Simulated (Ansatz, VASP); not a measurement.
**Cross-check of ReS2 between VASP and Ansatz**

One calculation is typed for both programs; each brings its own data sets. How far apart do they land? Of the first pair: The structure shown is the end of the Ansatz relaxation below.

Calculated with Ansatz 0.2.0; plane waves, with VASP 6.6.1 beside it; PBEsol.

## Step 1: The structure

The cell holds 6 atoms: 2 Re and 4 S. Its edges and angles: a = 2.993 Å, b = 5.622 Å, c = 30.000 Å, α = 90.0°, β = 90.0°, γ = 90.0°. It derives from ReS2. Vacuum lies along c.

## Step 2: Ansatz: relaxation, PBEsol

Ansatz runs on its default PAW (the set named soft_2) files.

This run makes the geometry at which the two programs are then compared.

File input.yaml:

```yaml
crystal:
  lattice:
    - [2.9938479626, 0.0, 0.0]
    - [0.0, 5.6235170363, 0.0]
    - [0.0, 0.0, 30.0]
  atoms:
    - { symbol: Re, position: [1.0, 0.3803243198, 0.3333333333] }
    - { symbol: Re, position: [0.5, 0.8003715126, 0.3333333333] }
    - { symbol: S, position: [0.5, 0.1556551446, 0.3800297233] }
    - { symbol: S, position: [1.0, 0.6706636058, 0.3902510554] }
    - { symbol: S, position: [0.5, 0.1556551446, 0.2866369434] }
    - { symbol: S, position: [1.0, 0.6706636058, 0.2764156113] }
  periodic: [true, true, false]
kpoints:
  mp_grid: { grid: [12, 6, 1] }
hamiltonian:
  xc: pbesol
scf:
  occupations: { method: methfessel_paxton, width: 0.15 }
output:
  forces: true
  stress: true
  eigenvalues: true
relax:
  adjacent_minimum: "off"
  f_tol: 0.001
  max_steps: 60
  cell: { stress_2d_tol: 0.002 }
```

Started as:

```sh
> ansatz run input.yaml --threads 8 --pin off --max-ram 14336MiB --backend cpu --events-out ev --progress --plain --runs-dir out
```

Numbers of over 12 decimals in the logs are rounded to 6 here.

What it wrote:

```text
Engine: ansatz 0.2.0, aarch64-unknown-linux-gnu
Pseudopotentials: kind: paw
Pseudopotential: Re, paw, valence charge 15, recommended cutoff 420 eV (normal), Re.paw.azcp
Pseudopotential: S, paw, valence charge 6, recommended cutoff 420 eV (normal), S.paw.azcp
Functional definition: PBEsol
  exchange = pbesol_x
  correlation = pbesol_c
Crystal: 6 atoms, lattice volume = 505.079 Å³
Basis set: ecut = 420 eV, 9801 PW (Γ), exchange–correlation on 48×80×432 points (8 copies of the dense FFT grid, shifted against one another)
Bands: 33, of which v1, the nominal top of the filled ones, is band 27 counted from 1 (26 counted from 0)
Symmetry: 4 space group operations
Space group: Pmm2 (ITA 25), of the structure as read, at distance tolerance 8.0e-5 Å
k-points: 28 of 72 (time reversal used)
Non-local potential: Re, projectors of the file, l = 0: 3, l = 1: 2, l = 2: 2, l = 3: 1
Non-local potential: S, projectors of the file, l = 0: 2, l = 1: 2, l = 2: 2
PAW form: soft (Blöchl's): semilocal exchange-correlation on the pseudo side does not see the compensation charge
PAW frozen core: Re, regenerated for the run's functional, and the local potential with it (the file was generated under x = pbe(κ = 0.804, μ = 0.219515), c = pbe(β = 0.066725))
PAW frozen core: S, regenerated for the run's functional, and the local potential with it (the file was generated under x = pbe(κ = 0.804, μ = 0.219515), c = pbe(β = 0.066725))
PAW one-centre angular grid: Re, 590 points (default); XC on 64 Gauss nodes
PAW one-centre angular grid: S, 110 points (default); XC on 64 Gauss nodes
Initial density: superposition of atomic densities (neutral atoms: chi_scale 0, normalization atom), corrected by the library's trained network
Initial wavefunctions: pseudopotential atomic-orbital guess
Functional: x = pbesol(κ = 0.804, μ = 0.123457), c = pbesol(β = 0.046)
SCF iter   1: F=—  HF=-25016.653974 eV  |F-HF|=—  |Δ(HF+E_count)|=         —  Δρ=6.09e-3  dr2=2.28e-1  ethr=1.77e-3  ⟨swp⟩=15.3  Hψ=7178  notcnv=0
preconditioner: auto → LDOS  [insulator: Δε(μ)=0.141 eV  Ē_g=8.035 eV  σ=0.150 eV  W_gap=0.69  n_scr=46 (ndim 8)  ℏωp=10.2 eV  f_vac=0.764  D(μ)=1.31/eV (n_scr^D=6)  ε∞_Penn≈2.6  β→1.0]
SCF iter   2: F=—  HF=-25016.730532 eV  |F-HF|=—  |Δ(HF+E_count)|=   7.66e-2  S|Δr|=    0.00e0  Δρ=6.92e-3  dr2=5.81e-1  ethr=4.23e-4  ⟨swp⟩=3.5  Hψ=2497  notcnv=0  defer=30  recentre
SCF iter   3: F=—  HF=-25016.631463 eV  |F-HF|=—  |Δ(HF+E_count)|=   9.91e-2  S|Δr|=    0.00e0  Δρ=2.33e-3  dr2=5.24e-2  ethr=4.23e-4  ⟨swp⟩=2.4  Hψ=1651  notcnv=0  defer=30
SCF iter   4: F=—  HF=-25016.624981 eV  |F-HF|=—  |Δ(HF+E_count)|=   6.48e-3  S|Δr|=    0.00e0  Δρ=3.53e-4  dr2=6.85e-4  ethr=9.70e-5  ⟨swp⟩=3.5  Hψ=2119  notcnv=0  defer=8
SCF iter   5: F=—  HF=-25016.625101 eV  |F-HF|=—  |Δ(HF+E_count)|=   1.21e-4  S|Δr|=    0.00e0  Δρ=9.85e-5  dr2=2.28e-5  ethr=1.27e-6  ⟨swp⟩=4.2  Hψ=2511  notcnv=0  defer=7
SCF iter   6: F=—  HF=-25016.625275 eV  |F-HF|=—  |Δ(HF+E_count)|=   1.74e-4  S|Δr|=    0.00e0  Δρ=2.17e-5  dr2=5.15e-6  ethr=4.22e-8  ⟨swp⟩=3.4  Hψ=2213  notcnv=0  defer=7
SCF iter   7: F=—  HF=-25016.625276 eV  |F-HF|=—  |Δ(HF+E_count)|=   1.06e-6  S|Δr|=    0.00e0  Δρ=8.13e-6  dr2=6.44e-7  ethr=9.54e-9  ⟨swp⟩=2.9  Hψ=1662  notcnv=0  defer=7
SCF iter   8: F=-25016.625277 eV  HF=-25016.625276 eV  |F-HF|=1.03e-7  |Δ(HF+E_count)|=   2.39e-7  S|Δr|=    0.00e0  Δρ=2.74e-6  dr2=2.42e-8  ethr=1.85e-10  ⟨swp⟩=18.3  Hψ=6808  notcnv=0
SCF 1 converged in 8 iterations: F = -25016.625277 eV  dr2 = 2.42e-8
  greatest PAW one-centre occupation: 0.999 electrons in one spin orbital (limit 2), on the Re atom at site 1 (counted from 0), in its partial waves of l = 0
relax step   1: F+E_penalty+E_count = -25016.62527652 eV  Δ(F+E_penalty+E_count) = +0.000e0 eV  max|allowed force component| = 8.846e-3 eV/Å  Δτ_max = 0.0000 Å  P = -0.024 N/m  Ω = 505.079 Å³  fix = [c, alpha, beta]  reactions: c -0.000 N/m  (8 SCF iters, dr2 threshold 1.00e-7 eV, accepted)
[...]
relax step   3: F+E_penalty+E_count = -25016.62531187 eV  Δ(F+E_penalty+E_count) = -3.356e-6 eV  max|allowed force component| = 1.709e-3 eV/Å  Δτ_max = 0.0004 Å  P = -0.002 N/m  Ω = 504.846 Å³  energy of the carried Pulay correction = +1.380e-5 eV  fix = [c, alpha, beta]  reactions: c -0.000 N/m  (5 SCF iters, dr2 threshold 1.01e-8 eV, accepted)
[...]
relax step   4: F+E_penalty+E_count = -25016.62531246 eV  Δ(F+E_penalty+E_count) = -5.950e-7 eV  max|allowed force component| = 2.515e-4 eV/Å  Δτ_max = 0.0001 Å  P = -0.000 N/m  Ω = 504.840 Å³  energy of the carried Pulay correction = +1.414e-5 eV  fix = [c, alpha, beta]  reactions: c -0.000 N/m  (5 SCF iters, dr2 threshold 1.82e-10 eV, accepted)
[...]
relax step   5: F+E_penalty+E_count = -25016.62529900 eV  Δ(F+E_penalty+E_count) = +1.346e-5 eV  max|allowed force component| = 2.461e-4 eV/Å  Δτ_max = 0.0000 Å  P = -0.000 N/m  Ω = 504.840 Å³  fix = [c, alpha, beta]  reactions: c -0.000 N/m  stress off target by 1.87e-3 N/m on what of the cell is left free  SCF on the basis re-selected at this cell (its energy is not comparable with the rows above)  (10 SCF iters)
basis re-selected at this cell: Δ(F+E_penalty+E_count) = +1.346e-5 eV, ΔP = -0.000 N/m vs the last step (what re-selecting the basis moved, of the pressure what is left beyond the Pulay correction that the steps carried, after the strain that the cell walked since its last selection, with what the two solves' SCF thresholds leave and, on support functions, any second-order correction that the steps lacked; it is no m [...]
SCF converged after 10 iterations
Stability not checked: this state was not tested for a lower state beside it, because cold or Methfessel-Paxton smearing, or corrected tetrahedra, fill the levels in a way that the test cannot read (fill_not_monotonic; see scf.lower_state_search)
Free energy (F): -25016.625299 eV
Harris-Foulkes:  -25016.625299 eV  (|F-HF|=5.82e-11)
Internal energy: -25016.626314 eV  (E = F + TS)
E sigma→0 (E₀):  -25016.625553 eV
Entropy (-TS):   0.001015 eV (0.169 meV/atom)
Fermi energy:    -4.593155 eV
--- Per-component energies (eV) ---
  E_band       = -1339.499685
  E_kinetic    = 1512.853669
  E_local      = -99466.253744  (includes V_loc(G=0)·N_el)
  E_nonlocal   = 217.831616
  E_hartree    = 48832.349963
  E_xc         = -1187.371118
  E_vxc        = -958.148531  (∫ρ·V_xc dr)
  E_paw        = -19398.539249  (= ΣΔE_a)
  E_vpaw       = -310.482461  (= ΣTr[D̂ρ^β])
  E_aug_tail   = -0.000147  (compensation charges beyond the density's cutoff)
  E_ewald      = 44471.788375
  E_core_change = 0.714320  (= ΣΔE_core)
  E_smearing   = 0.001015  (= −TS)
  E_closure    = 0.000000  (closes the sum)
  Σ components = -25016.625299   (vs F -25016.625299, Δ=0.00e0)
--- Forces (eV/Å), atoms counted from 1 ---
  atom   1  Re     0.00000000     0.00014556     0.00000000
  atom   2  Re    -0.00000000    -0.00024623    -0.00000000
  atom   3  S      0.00000000    -0.00001198     0.00024564
  atom   4  S      0.00000000     0.00006197    -0.00001882
  atom   5  S      0.00000000    -0.00001198    -0.00024564
  atom   6  S      0.00000000     0.00006197     0.00001882
  max |Σ_I F_I| component: 6.90e-7 eV/Å
--- 2D stress c σ (N/m, compression-positive) ---
        0.001106       0.000000       0.000000
        0.000000      -0.001868      -0.000000
        0.000000      -0.000000      -0.000000
  P = ½ c Tr σ = -0.0004 N/m
--- Band table (eV; the first three rows and the last of 28) ---
  k-point 0: bands = [... 23 lower, -7.0787, -6.8238, -6.4368, -4.8971, -3.8400, -3.4092, -3.1829, -3.1734, ... 2 higher]
  k-point 1: bands = [... 23 lower, -7.1028, -6.9272, -6.5843, -5.0855, -4.0307, -3.4860, -3.1445, -3.0146, ... 2 higher]
  k-point 2: bands = [... 23 lower, -7.1643, -7.0571, -6.9620, -5.5600, -4.2698, -3.4851, -3.1550, -2.6453, ... 2 higher]
  k-point 27: bands = [... 23 lower, -7.2088, -7.0612, -6.8418, -3.9756, -3.9360, -3.4270, -3.1621, -2.9213, ... 2 higher]
--- Relaxed structure (4 steps of the walk, 4 accepted, 1 SCFs on fresh bases) ---
  F+E_penalty+E_count = -25016.62529900 eV   max|allowed force component| = 2.461e-4 eV/Å   (the final SCF, on the basis selected at the relaxed cell)
  cell:  # Å, volume = 504.8401 Å³
    - [2.993333, 0, 0]
    - [0, 5.621828, 0]
    - [0, 0, 30.0]
  atoms:
    - { symbol: Re, position: [1.0, 0.380352, 0.333333] }
    - { symbol: Re, position: [0.5, 0.800286, 0.333333] }
    - { symbol: S, position: [0.5, 0.155596, 0.380036] }
    - { symbol: S, position: [1.0, 0.670751, 0.390286] }
    - { symbol: S, position: [0.5, 0.155596, 0.286630] }
    - { symbol: S, position: [1.0, 0.670751, 0.276381] }
```

In the SCF lines HF is the Harris–Foulkes energy and dr2 the Hartree energy of the density residual, in eV; the loop may stop once dr2 is under the threshold and the program's other checks hold. Hψ counts applications of the Hamiltonian.

## Step 3: VASP: single point, PBEsol, relaxed cell, pair 1

The same cell, functional, mesh and smearing now go to VASP, with its own data sets.

Lines of VASP's logs that name or quote its potential files are left out, and so is its time.

File INCAR:

```
SYSTEM = ReS2
PREC = Accurate
ENCUT = 520
EDIFF = 1E-06
NELM = 120
ISMEAR = 1
SIGMA = 0.15
LREAL = .FALSE.
ALGO = Normal
GGA = PS
NBANDS = 25
LASPH = .TRUE.
LORBIT = 11
LWAVE = .FALSE.
LCHARG = .FALSE.
ISIF = 2
LDIPOL = .TRUE.
IDIPOL = 3
DIPOL = 0.5 0.5 0.333
LVHAR = .TRUE.
GGA_COMPAT = .FALSE.
NELMDL = -8
KPAR = 2
```

File POSCAR:

```
ReS2
1.0
    2.9933332050      0.0000000000      0.0000000000
    0.0000000000      5.6218277833      0.0000000000
    0.0000000000      0.0000000000     30.0000000000
Re S
2 4
Direct
    0.0000000000      0.3803522896      0.3333333333
    0.5000000000      0.8002864860      0.3333333333
    0.5000000000      0.1555964837      0.3800362590
    0.0000000000      0.6707507951      0.3902858379
    0.5000000000      0.1555964837      0.2866304076
    0.0000000000      0.6707507951      0.2763808288
```

File KPOINTS:

```
Automatic mesh
0
Gamma
12 6 1
0 0 0
```

PAW data sets: Re and S (PBE family, release 64).

Started as:

```sh
> mpirun -np 2 vasp_std
```

What it wrote:

```text
[banner, memory and clock lines left out]
running    2 mpi-ranks, on    1 nodes
 distrk:  each k-point on    1 cores,    2 groups
 distr:  one band on    1 cores,    1 groups

 POSCAR found type information on POSCAR ReS
 POSCAR found :  2 types and       6 ions
|                                                                             |
|               ----> ADVICE to this user running VASP <----                  |
|                                                                             |
|     You enforced a specific xc type in the INCAR file but a different       |
|     [... a line on the potential file left out ...]
|     I HOPE YOU KNOW WHAT YOU ARE DOING!                                     |
|                                                                             |

 LDA part: xc-table for (Slater+PW92), standard interpolation
 POSCAR, INCAR and KPOINTS ok, starting setup
 FFT: planning ... GRIDC
 FFT: planning ... GRID_SOFT
 FFT: planning ... GRID
 WAVECAR not read
 entering main loop
       N       E                     dE             d eps       ncg     rms          rms(c)
DAV:   1     0.303649453592E+03    0.30365E+03   -0.12627E+04  2144   0.113E+03
DAV:   2     0.183658277700E+01   -0.30181E+03   -0.28808E+03  2756   0.467E+02
DAV:   3    -0.468137324713E+02   -0.48650E+02   -0.47896E+02  2565   0.122E+02
DAV:   4    -0.490730824118E+02   -0.22593E+01   -0.22045E+01  2536   0.499E+01
DAV:   5    -0.491718279719E+02   -0.98746E-01   -0.97472E-01  2552   0.724E+00
DAV:   6    -0.491895117323E+02   -0.17684E-01   -0.16360E-01  2552   0.152E+00
DAV:   7    -0.491913656183E+02   -0.18539E-02   -0.17609E-02  2552   0.384E-01
DAV:   8    -0.491918847170E+02   -0.51910E-03   -0.51012E-03  2488   0.140E-01    0.538E+01
DAV:   9    -0.473983313222E+02    0.17936E+01   -0.12724E+01  2768   0.692E+01    0.191E+01
DAV:  10    -0.473477589676E+02    0.50572E-01   -0.10245E+01  2784   0.538E+01    0.157E+01
DAV:  11    -0.467363071334E+02    0.61145E+00   -0.21206E+00  2736   0.283E+01    0.249E+00
DAV:  12    -0.467152258452E+02    0.21081E-01   -0.29886E-01  2776   0.877E+00    0.858E-01
DAV:  13    -0.467141884654E+02    0.10374E-02   -0.21731E-02  2488   0.170E+00    0.412E-01
DAV:  14    -0.467124882858E+02    0.17002E-02   -0.80766E-03  2664   0.170E+00    0.284E-01
[...]
DAV:  24    -0.467123748923E+02   -0.10635E-04   -0.29880E-07   984   0.179E-02    0.336E-03
DAV:  25    -0.467123890836E+02   -0.14191E-04   -0.79483E-07  1240   0.996E-03    0.363E-03
DAV:  26    -0.467123951982E+02   -0.61146E-05   -0.26879E-07  1032   0.171E-02    0.282E-03
DAV:  27    -0.467123997000E+02   -0.45019E-05   -0.25352E-07   952   0.694E-03    0.234E-03
DAV:  28    -0.467124024149E+02   -0.27149E-05   -0.16771E-07   976   0.132E-02    0.226E-03
DAV:  29    -0.467124042560E+02   -0.18411E-05   -0.12707E-07   896   0.600E-03    0.131E-03
DAV:  30    -0.467124052827E+02   -0.10267E-05   -0.91004E-08   888   0.969E-03    0.197E-03
DAV:  31    -0.467124060052E+02   -0.72249E-06   -0.68402E-08   856   0.495E-03
   1 F= -.46712406E+02 E0= -.46712740E+02  d E =0.100055E-02
```

From OUTCAR (step 3):

```text
ion  position               nearest neighbor table
   1  0.000  0.380  0.333-   6 2.36   4 2.36   5 2.41   5 2.41   3 2.41   3 2.41   2 2.80   2 2.80

  LATTYP: Found a simple orthorhombic cell.
 ALAT       =     2.9933332050
 B/A-ratio  =     1.8781162665
 C/A-ratio  =    10.0222721446

 Subroutine GETGRP returns: Found  4 space group operations
 (whereof  2 operations were pure point group operations)

The static configuration has the point symmetry C_1h.
 The point group associated with its full space group is C_2v.

 Found     28 irreducible k-points:

   k-points           NKPTS =     28   k-points in BZ     NKDIM =     28   number of bands    NBANDS=     25

   dimension x,y,z NGX =    24 NGY =   42 NGZ =  224
   dimension x,y,z NGXF=    48 NGYF=   84 NGZF=  448

   ENCUT  =  520.0 eV  38.22 Ry    6.18 a.u.   5.57 10.45 55.78*2*pi/ulx,y,z

   NELECT =      38.0000    total number of electrons

 k-points in reciprocal lattice and weights: Automatic mesh
   0.00000000  0.00000000  0.00000000       0.014
   0.08333333  0.00000000  0.00000000       0.028
   0.16666667  0.00000000  0.00000000       0.028
   0.25000000  0.00000000  0.00000000       0.028
   0.33333333  0.00000000  0.00000000       0.028
   0.41666667  0.00000000  0.00000000       0.028
   0.50000000  0.00000000  0.00000000       0.014
   0.00000000  0.16666667  0.00000000       0.028
   0.08333333  0.16666667  0.00000000       0.056
[...]
0.41666667  0.50000000  0.00000000       0.028
   0.50000000  0.50000000  0.00000000       0.014

 dipolmoment           0.000000      0.000000      0.000003 electrons x Angstroem

 average (electrostatic) potential at core
       1 -50.2046       2 -50.4597       3 -94.9917       4 -95.0655       5 -94.9917
       6 -95.0655

 E-fermi :  -2.1651

 k-point     1 :       0.0000    0.0000    0.0000
  band No.  band energies     occupation
    ...
     15      -4.8126      2.00000
     16      -4.6524      2.00000
     17      -4.4097      2.00000
     18      -3.9998      2.00000
     19      -2.4671      2.01529
     20      -1.4221     -0.00000
     21      -0.9691     -0.00000
     22      -0.7518     -0.00000
     23      -0.7474     -0.00000
     24      -0.2278     -0.00000
    ...

 k-point     2 :       0.0833    0.0000    0.0000
  band No.  band energies     occupation
    ...
     15      -5.0285      2.00000
     16      -4.5034      2.00000
     17      -4.4962      2.00000
     18      -4.1403      2.00000
     19      -2.5427      2.00214
     20      -1.4016     -0.00000
     21      -1.0022     -0.00000
     22      -0.7990     -0.00000
     23      -0.7678     -0.00000
     24      -0.4009     -0.00000
    ...

 k-point     3 :       0.1667    0.0000    0.0000
  band No.  band energies     occupation
    ...
     15      -5.4157      2.00000
     16      -4.7284      2.00000
     17      -4.3737      2.00000
     18      -4.1674      2.00000
     19      -2.8713      2.00000
     20      -1.4237     -0.00000
     21      -1.3784     -0.00000
     22      -0.8930     -0.00000
     23      -0.4159     -0.00000
     24      -0.3384     -0.00000
    ...

  Total        0.4040957      0.4699459      0.4205728      0.0000000      0.0000000      0.0000000
  in kB        1.2824516      1.4914360      1.3347437      0.0000000      0.0000000      0.0000000
  external PRESSURE =       1.3695438 kB  Pullay stress =       0.0000000 kB

  energy-cutoff  :      520.00
  volume of cell :      504.84
      direct lattice vectors                 reciprocal lattice vectors
     2.993333205  0.000000000  0.000000000     0.334075738  0.000000000  0.000000000
     0.000000000  5.621827783  0.000000000     0.000000000  0.177878092  0.000000000
     0.000000000  0.000000000 30.000000000     0.000000000  0.000000000  0.033333333

 POSITION                                       TOTAL-FORCE (eV/Angst)
 -----------------------------------------------------------------------------------
      0.00000      2.13828     10.00000         0.000000     -0.015048      0.000000
      1.49667      4.49907     10.00000         0.000000      0.033131      0.000000
      1.49667      0.87474     11.40109         0.000000     -0.019435      0.049035
      0.00000      3.77085     11.70858         0.000000      0.010394      0.099932
      1.49667      0.87474      8.59891         0.000000     -0.019435     -0.049035
      0.00000      3.77085      8.29142         0.000000      0.010394     -0.099932
 -----------------------------------------------------------------------------------
    total drift:                                0.000000      0.000034      0.000029

  FREE ENERGIE OF THE ION-ELECTRON SYSTEM (eV)
  ---------------------------------------------------
  free  energy   TOTEN  =       -46.7124060052 eV

  energy  without entropy=      -46.7134065555  energy(sigma->0) =      -46.71273952

 vacuum level on the upper side and lower side of the slab         2.396         2.396

 total charge
# of ion       s       p       d       tot
------------------------------------------
    1        0.538   0.682   4.969   6.188
    2        0.539   0.669   4.914   6.123
    3        1.356   2.292   0.000   3.648
    4        1.361   2.305   0.000   3.665
    5        1.356   2.292   0.000   3.648
    6        1.361   2.305   0.000   3.665
--------------------------------------------------
tot          6.511  10.545   9.883  26.938

[... 3 further parts left out ...]
```

This run has no spin polarisation, so a moment on Re, if there is one, isn't seen. The data set Re keeps the semicore shell frozen, which is cheaper and a little less accurate.

## Step 4: Differences

Known differences besides the potentials themselves: Ansatz cuts the interaction across the vacuum, VASP repeats the sheet with a dipole correction (LDIPOL); the data sets hold 54 valence electrons in Ansatz (on its default PAW (the set named soft_2) files) and 38 in VASP; the cutoff is 420 eV in Ansatz and 520 eV in VASP; Ansatz makes its cores anew for this functional, VASP keeps those of its PBE data sets. Total energies have different zeros and are not compared.

Forces (eV/Å; atoms numbered as in POSCAR):

```csv
atom,"Ansatz x, y, z","VASP x, y, z"
Re1,"0.000, 0.000, 0.000","0.000, -0.015, 0.000"
Re2,"0.000, 0.000, 0.000","0.000, 0.033, 0.000"
S3,"0.000, 0.000, 0.000","0.000, -0.019, 0.049"
S4,"0.000, 0.000, 0.000","0.000, 0.010, 0.100"
S5,"0.000, 0.000, 0.000","0.000, -0.019, -0.049"
S6,"0.000, 0.000, 0.000","0.000, 0.010, -0.100"
```

The forces differ by 39 meV/Å r.m.s., where the r.m.s. force is 0.000 eV/Å in Ansatz and 0.039 eV/Å in VASP: the atoms lie near their places of rest in Ansatz, so a percentage would say little (all taken over all components). Where the cell holds vacuum, a pressure given here is an average over it and none of the material.

[end of part 1 of 2]

[Lines on the potential files, build, host, timing and source positions are cut from VASP's logs without a mark.]

[Logs are printed without paths, hosts, clocks, repeated set-up lines and the standing remarks that a program may print on its own settings, such as how far it seeks lower states.]

[Hosts, paths, dates, database ids (printed as entryN), source tags and the programs' standing remarks are cut or masked in the printed files.]
